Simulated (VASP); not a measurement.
Output of a VASP run:

**OUTCAR**
```
 ion  position               nearest neighbor table
   1  0.000  0.000  0.000-   3 2.74   4 2.74   5 2.74   3 2.74   4 2.74   4 2.74   5 2.74   4 2.74
                             3 2.74   5 2.74   3 2.74   5 2.74   2 3.36   2 3.36   2 3.36   2 3.36
   2  0.500  0.500  0.500-   3 1.94   4 1.94   5 1.94   5 1.94   3 1.94   4 1.94   1 3.36   1 3.36
                             1 3.36   1 3.36   1 3.36   1 3.36   1 3.36   1 3.36
   3  0.500  0.000  0.500-   2 1.94   2 1.94   1 2.74   1 2.74   1 2.74   1 2.74
   4  0.000  0.500  0.500-   2 1.94   2 1.94   1 2.74   1 2.74   1 2.74   1 2.74
   5  0.500  0.500  0.000-   2 1.94   2 1.94   1 2.74   1 2.74   1 2.74   1 2.74
  LATTYP: Found a simple cubic cell.
 ALAT       =     3.8747360268
 Subroutine PRICEL returns:
 Original cell was already a primitive cell.
 Subroutine GETGRP returns: Found 48 space group operations
The static configuration has the point symmetry O_h .
The dynamic configuration has the point symmetry O_h .
 Subroutine INISYM returns: Found 48 space group operations
 Subroutine IBZKPT returns following result:
 Found     35 irreducible k-points:

 Following reciprocal coordinates:
            Coordinates               Weight
  0.000000  0.000000  0.000000      1.000000
  0.125000  0.000000  0.000000      6.000000
  0.250000  0.000000  0.000000      6.000000
  0.375000  0.000000  0.000000      6.000000
  0.500000  0.000000  0.000000      3.000000
  0.125000  0.125000  0.000000     12.000000
  0.250000  0.125000  0.000000     24.000000
  0.375000  0.125000  0.000000     24.000000
  0.500000  0.125000  0.000000     12.000000
  0.250000  0.250000  0.000000     12.000000
  0.375000  0.250000  0.000000     24.000000
  0.500000  0.250000  0.000000     12.000000
  0.375000  0.375000  0.000000     12.000000
  0.500000  0.375000  0.000000     12.000000
  0.500000  0.500000  0.000000      3.000000
  0.125000  0.125000  0.125000      8.000000
  0.250000  0.125000  0.125000     24.000000
  0.375000  0.125000  0.125000     24.000000
  0.500000  0.125000  0.125000     12.000000
  0.250000  0.250000  0.125000     24.000000
  0.375000  0.250000  0.125000     48.000000
  0.500000  0.250000  0.125000     24.000000
  0.375000  0.375000  0.125000     24.000000
  0.500000  0.375000  0.125000     24.000000
  0.500000  0.500000  0.125000      6.000000
  0.250000  0.250000  0.250000      8.000000
  0.375000  0.250000  0.250000     24.000000
  0.500000  0.250000  0.250000     12.000000
  0.375000  0.375000  0.250000     24.000000
  0.500000  0.375000  0.250000     24.000000
  0.500000  0.500000  0.250000      6.000000
  0.375000  0.375000  0.375000      8.000000
  0.500000  0.375000  0.375000     12.000000
  0.500000  0.500000  0.375000      6.000000
  0.500000  0.500000  0.500000      1.000000
   k-points           NKPTS =     35   k-points in BZ     NKDIM =     35   number of bands    NBANDS=     24
   number of dos      NEDOS =    301   number of ions     NIONS =      5
   total plane-waves  NPLWV =  27000
   dimension x,y,z NGX =    30 NGY =   30 NGZ =   30
   dimension x,y,z NGXF=    60 NGYF=   60 NGZF=   60
   ions per type =               1   1   3
   PREC   = accura    normal or accurate (medium, high low for compatibility)
   ISTART =      0    job   : 0-new  1-cont  2-samecut
   ICHARG =      2    charge: 1-file 2-atom 10-const
   ISPIN  =      1    spin polarized calculation?
   LNONCOLLINEAR =      F non collinear calculations
   LSORBIT =      F    spin-orbit coupling
   INIWAV =      1    electr: 0-lowe 1-rand  2-diag
   ENCUT  =  520.0 eV  38.22 Ry    6.18 a.u.   7.20  7.20  7.20*2*pi/ulx,y,z
   NELM   =    100;   NELMIN=  2; NELMDL= -5     # of ELM steps
   EDIFF  = 0.1E-06   stopping-criterion for ELM
   LREAL  =      F    real-space projection
   NLSPLINE    = F    spline interpolate recip. space projectors
   LMAXMIX     =    4 max onsite mixed and CHGCAR
   VOSKOWN=      0    Vosko Wilk Nusair interpolation
   EDIFFG = 0.1E-05   stopping-criterion for IOM
   NSW    =      0    number of steps for IOM
   NBLOCK =      1;   KBLOCK =      1    inner block; outer block
   IBRION =     -1    ionic relax: 0-MD 1-quasi-New 2-CG
...
```

**OSZICAR**
```
       N       E                     dE             d eps       ncg     rms          rms(c)
DAV:   1     0.449704400633E+03    0.44970E+03   -0.24063E+04  1680   0.178E+03
DAV:   2    -0.231555686291E+02   -0.47286E+03   -0.46891E+03  2192   0.485E+02
DAV:   3    -0.489950880742E+02   -0.25840E+02   -0.25707E+02  1720   0.124E+02
DAV:   4    -0.498649083496E+02   -0.86982E+00   -0.86894E+00  3000   0.198E+01
DAV:   5    -0.498732485571E+02   -0.83402E-02   -0.82634E-02  1944   0.147E+00    0.370E+01
DAV:   6    -0.411819443500E+02    0.86913E+01   -0.10138E+02  2248   0.740E+01    0.190E+01
DAV:   7    -0.400774858092E+02    0.11045E+01   -0.37161E+01  1952   0.533E+01    0.170E+01
DAV:   8    -0.392947883613E+02    0.78270E+00   -0.33196E+00  1864   0.162E+01    0.507E+00
DAV:   9    -0.393061112690E+02   -0.11323E-01   -0.72118E-01  2136   0.622E+00    0.222E+00
DAV:  10    -0.392825497624E+02    0.23562E-01   -0.41520E-01  1904   0.584E+00    0.977E-01
DAV:  11    -0.392747897146E+02    0.77600E-02   -0.75423E-02  1824   0.233E+00    0.368E-01
DAV:  12    -0.392740282642E+02    0.76145E-03   -0.55669E-03  2024   0.690E-01    0.838E-02
DAV:  13    -0.392740239650E+02    0.42992E-05   -0.34593E-04  2192   0.127E-01    0.311E-02
DAV:  14    -0.392740162227E+02    0.77423E-05   -0.13641E-04  1936   0.739E-02    0.218E-02
DAV:  15    -0.392740149911E+02    0.12316E-05   -0.26830E-05  1952   0.482E-02    0.797E-03
DAV:  16    -0.392740149036E+02    0.87518E-07   -0.20918E-06  1984   0.135E-02    0.215E-03
DAV:  17    -0.392740149012E+02    0.23820E-08   -0.17650E-07  1264   0.301E-03
   1 F= -.40568577E+02 E0= -.40567789E+02  d E =-.236355E-02
```

OUTCAR:
```
------------------------ aborting loop because EDIFF is reached ----------------------------------------
 Edisp (eV)   -1.29456
  FORCE on cell =-STRESS in cart. coord.  units (eV):
  Direction    XX          YY          ZZ          XY          YZ          ZX
  --------------------------------------------------------------------------------------
  Total      -1.86878    -1.86878    -1.86878    -0.00000     0.00000    -0.00000
  in kB     -51.46858   -51.46858   -51.46858    -0.00000     0.00000    -0.00000
  external pressure =      -51.47 kB  Pullay stress =        0.00 kB
  volume of cell :       58.17
      direct lattice vectors                 reciprocal lattice vectors
     3.874736027  0.000000000  0.000000000     0.258082097  0.000000000  0.000000000
     0.000000000  3.874736027  0.000000000     0.000000000  0.258082097  0.000000000
     0.000000000  0.000000000  3.874736027     0.000000000  0.000000000  0.258082097
 POSITION                                       TOTAL-FORCE (eV/Angst)
 -----------------------------------------------------------------------------------
      0.00000      0.00000      0.00000         0.000000      0.000000      0.000000
      1.93737      1.93737      1.93737         0.000000      0.000000      0.000000
      1.93737      0.00000      1.93737         0.000000      0.000000      0.000000
      0.00000      1.93737      1.93737         0.000000      0.000000      0.000000
      1.93737      1.93737      0.00000         0.000000      0.000000      0.000000
 -----------------------------------------------------------------------------------
    total drift:                                0.000000      0.000000     -0.000000
  FREE ENERGIE OF THE ION-ELECTRON SYSTEM (eV)
  ---------------------------------------------------
  free  energy   TOTEN  =       -40.5685772794 eV

  energy  without entropy=      -40.5662137305  energy(sigma->0) =      -40.56778943
```
(Selected blocks of OUTCAR.)

**POSCAR**
```
SrVO3
1
    3.8747360268     0.0000000000     0.0000000000
    0.0000000000     3.8747360268     0.0000000000
    0.0000000000     0.0000000000     3.8747360268
Sr V O
1 1 3
Direct
  0.0000000000   0.0000000000   0.0000000000
  0.5000000000   0.5000000000   0.5000000000
  0.5000000000   0.0000000000   0.5000000000
  0.0000000000   0.5000000000   0.5000000000
  0.5000000000   0.5000000000   0.0000000000
```

Question: Write an INCAR and KPOINTS that could have produced this output.

Answer: This is not unique; one that fits is the input of the run itself, PBE GGA with D3 dispersion (Becke-Johnson damping), plane waves, VASP's PBE PAW potentials (set 64).

INCAR:
```
SYSTEM = SrVO3
PREC = Accurate
ENCUT = 520
EDIFF = 1E-7
NELM = 100
ALGO = Normal
LREAL = .FALSE.
LASPH = .TRUE.
ISMEAR = 1
SIGMA = 0.1
GGA = PE
IVDW = 12
LMAXMIX = 4
LWAVE = .FALSE.
LCHARG = .FALSE.
ISIF = 2
```

### KPOINTS
```
Automatic mesh
0
Gamma
8 8 8
0 0 0
```

POTCAR, in this order: Sr_sv V_sv O (PBE.64 set). Program: vasp_std.

The compound is SrVO3 in the cubic perovskite structure. This cell is one point of a volume scan, at 1.03 of the reference volume. The run is not spin-polarised, so no magnetic state was tried. The electron count is odd and the run is not spin-polarised, which forces a metal.
